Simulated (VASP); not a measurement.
Computed with MS2 meta-GGA, VASP's PBE PAW potentials (set 64) (plane waves; VASP).

A VASP calculation is set up with these files.

KPOINTS:
```
Automatic mesh
0
G
 10 10 10
0 0 0
```

### INCAR
```
SYSTEM = MgO
PREC = Accurate
ENCUT = 520
EDIFF = 1E-6
NELM = 100
ALGO = Normal
LREAL = .FALSE.
LASPH = .TRUE.
ISMEAR = 0
SIGMA = 0.05
METAGGA = MS2
LMIXTAU = .TRUE.
LWAVE = .FALSE.
LCHARG = .FALSE.
IBRION = 2
ISIF = 3
NSW = 60
EDIFFG = -0.01
```

### POSCAR
```
MgO
1
    0.0000000000     2.1050000000     2.1050000000
    2.1050000000     0.0000000000     2.1050000000
    2.1050000000     2.1050000000     0.0000000000
Mg O
1 1
Direct
  0.0000000000   0.0000000000   0.0000000000
  0.5000000000   0.5000000000   0.5000000000
```

POTCAR, in this order: Mg O (PBE.64 set). Program: vasp_std.

Output of the run:

File OSZICAR:
```
       N       E                     dE             d eps       ncg     rms          rms(c)
DAV:   1     0.711482652298E+00    0.71148E+00   -0.48472E+03   888   0.882E+02
DAV:   2    -0.242847423749E+02   -0.24996E+02   -0.24205E+02   872   0.145E+02
DAV:   3    -0.246766145325E+02   -0.39187E+00   -0.39187E+00  1032   0.196E+01
DAV:   4    -0.246771960407E+02   -0.58151E-03   -0.58151E-03   952   0.646E-01
DAV:   5    -0.246771964005E+02   -0.35981E-06   -0.35981E-06  1040   0.142E-02    0.704E+00
DAV:   6    -0.160553807233E+02    0.86218E+01   -0.11452E+01   752   0.265E+01    0.209E+00
DAV:   7    -0.185955871481E+02   -0.25402E+01   -0.73257E-01   752   0.139E+01    0.169E+00
DAV:   8    -0.145634892161E+02    0.40321E+01   -0.26693E+00   752   0.118E+01    0.230E+00
DAV:   9    -0.178814564706E+02   -0.33180E+01   -0.74484E+00   752   0.218E+01    0.276E+00
DAV:  10    -0.178673077033E+02    0.14149E-01   -0.74435E-01   752   0.802E+00    0.852E-01
DAV:  11    -0.178820119566E+02   -0.14704E-01   -0.10076E-02   752   0.113E+00    0.667E-01
DAV:  12    -0.178769579435E+02    0.50540E-02   -0.57181E-02   752   0.291E+00    0.585E-01
DAV:  13    -0.178898919797E+02   -0.12934E-01   -0.32631E-02   752   0.180E+00    0.126E-01
DAV:  14    -0.178905927695E+02   -0.70079E-03   -0.53517E-03   776   0.771E-01    0.408E-02
DAV:  15    -0.178905561168E+02    0.36653E-04   -0.33412E-04   784   0.229E-01    0.256E-02
DAV:  16    -0.178905876810E+02   -0.31564E-04   -0.80658E-05   768   0.124E-01    0.202E-02
DAV:  17    -0.178906612200E+02   -0.73539E-04   -0.24708E-05   848   0.660E-02    0.115E-02
DAV:  18    -0.178906576606E+02    0.35594E-05   -0.76672E-06   792   0.298E-02    0.632E-03
DAV:  19    -0.178906666275E+02   -0.89669E-05   -0.35526E-06   808   0.171E-02    0.231E-03
DAV:  20    -0.178906667819E+02   -0.15446E-06   -0.88581E-07   744   0.133E-02
   1 F= -.17890667E+02 E0= -.17890667E+02  d E =-.178907E+02
       N       E                     dE             d eps       ncg     rms          rms(c)
DAV:   1    -0.179017334174E+02   -0.11067E-01   -0.24922E-01   752   0.540E+00    0.763E-01
DAV:   2    -0.178916020559E+02    0.10131E-01   -0.69881E-02   752   0.222E+00    0.846E-02
DAV:   3    -0.178912460581E+02    0.35600E-03   -0.21919E-03   752   0.692E-01    0.453E-02
DAV:   4    -0.178906962914E+02    0.54977E-03   -0.45638E-03   752   0.837E-01    0.744E-02
DAV:   5    -0.178914376217E+02   -0.74133E-03   -0.18086E-03   752   0.563E-01    0.178E-02
DAV:   6    -0.178914512662E+02   -0.13645E-04   -0.55824E-05   840   0.798E-02    0.214E-03
DAV:   7    -0.178914596029E+02   -0.83367E-05   -0.11565E-06   760   0.142E-02    0.507E-04
DAV:   8    -0.178914632212E+02   -0.36183E-05   -0.13817E-07   408   0.618E-03    0.326E-04
DAV:   9    -0.178914626167E+02    0.60452E-06   -0.29096E-08   408   0.250E-03
   2 F= -.17891463E+02 E0= -.17891463E+02  d E =-.795835E-03
       N       E                     dE             d eps       ncg     rms          rms(c)
DAV:   1    -0.178923724400E+02   -0.90922E-03   -0.19484E-02   752   0.150E+00    0.213E-01
DAV:   2    -0.178915883349E+02    0.78411E-03   -0.55275E-03   752   0.627E-01    0.228E-02
DAV:   3    -0.178916393929E+02   -0.51058E-04   -0.17361E-04   752   0.196E-01    0.125E-02
DAV:   4    -0.178914393996E+02    0.19999E-03   -0.40564E-04   752   0.254E-01    0.208E-02
DAV:   5    -0.178916124724E+02   -0.17307E-03   -0.16838E-04   752   0.174E-01    0.553E-03
DAV:   6    -0.178916086920E+02    0.37804E-05   -0.52287E-06   816   0.246E-02    0.683E-04
DAV:   7    -0.178916068516E+02    0.18404E-05   -0.70048E-08   392   0.350E-03    0.138E-04
DAV:   8    -0.178916054179E+02    0.14336E-05   -0.11248E-08   376   0.182E-03    0.843E-05
DAV:   9    -0.178916056654E+02   -0.24744E-06   -0.22315E-09   376   0.693E-04
   3 F= -.17891606E+02 E0= -.17891606E+02  d E =-.938883E-03
```

**OUTCAR**
```
------------------------ aborting loop because EDIFF is reached ----------------------------------------
  FORCE on cell =-STRESS in cart. coord.  units (eV):
  Direction    XX          YY          ZZ          XY          YZ          ZX
  --------------------------------------------------------------------------------------
  Total        0.0013756      0.0013756      0.0013756      0.0000000      0.0000000      0.0000000
  in kB        0.1193183      0.1193183      0.1193183      0.0000000      0.0000000      0.0000000
  external PRESSURE =       0.1193183 kB  Pullay stress =       0.0000000 kB
  volume of cell :       18.47
      direct lattice vectors                 reciprocal lattice vectors
     0.000000000  2.098076727  2.098076727    -0.238313496  0.238313496  0.238313496
     2.098076727  0.000000000  2.098076727     0.238313496 -0.238313496  0.238313496
     2.098076727  2.098076727 -0.000000000     0.238313496  0.238313496 -0.238313496
  FREE ENERGIE OF THE ION-ELECTRON SYSTEM (eV)
  ---------------------------------------------------
  free  energy   TOTEN  =       -17.8916056654 eV

  energy  without entropy=      -17.8916056654  energy(sigma->0) =      -17.89160567

 reached required accuracy - stopping structural energy minimisation
```
(Selected blocks of OUTCAR.)

CONTCAR:
```
MgO
   1.00000000000000
     0.0000000000000000    2.0980767265476343    2.0980767265476343
     2.0980767265476343    0.0000000000000000    2.0980767265476343
     2.0980767265476343    2.0980767265476343   -0.0000000000000000
  Mg              O
     1     1
Direct
     0.0000000000000000    0.0000000000000000    0.0000000000000000
     0.5000000000000000    0.5000000000000000    0.5000000000000000
```

OUTCAR:
```
 val. band max:        2.9623653132   @ k =   0.0000   0.0000   0.0000

 cond. band min:       8.1988006582   @ k =   0.0000   0.0000   0.0000


 Fermi energy:         3.1950119536

 k-point     1 :       0.0000    0.0000    0.0000
  band No.  band energies     occupation
      1     -15.5433      2.00000
      2       2.9624      2.00000
      3       2.9624      2.00000
      4       2.9624      2.00000
      5       8.1988      0.00000
      6      19.4919      0.00000
      7      19.4919      0.00000
      8      19.4919      0.00000

 k-point     2 :       0.1000    0.0000    0.0000
  band No.  band energies     occupation
      1     -15.4412      2.00000
      2       2.3042      2.00000
      3       2.8927      2.00000
      4       2.8927      2.00000
      5       8.8429      0.00000
      6      18.1540      0.00000
      7      19.7437      0.00000
      8      19.7437      0.00000

 k-point     3 :       0.2000    0.0000    0.0000
  band No.  band energies     occupation
      1     -15.1615      2.00000
      2       0.9573      2.00000
      3       2.7160      2.00000
      4       2.7160      2.00000
      5      10.0834      0.00000
      6      16.6191      0.00000
      7      20.2658      0.00000
      8      20.2658      0.00000

 k-point     4 :       0.3000    0.0000    0.0000
  band No.  band energies     occupation
      1     -14.7874      2.00000
      2      -0.3885      2.00000
      3       2.5080      2.00000
      4       2.5080      2.00000
      5      11.0403      0.00000
      6      15.9921      0.00000
      7      20.4319      0.00000
      8      20.4319      0.00000

 k-point     5 :       0.4000    0.0000    0.0000
  band No.  band energies     occupation
      1     -14.4560      2.00000
      2      -1.3639      2.00000
      3       2.3473      2.00000
      4       2.3473      2.00000
      5      11.3786      0.00000
      6      16.1846      0.00000
      7      20.2361      0.00000
...
```

The compound is MgO in the rock salt structure. This run relaxes it. Symmetry was kept, so distortions that lower it aren't found.
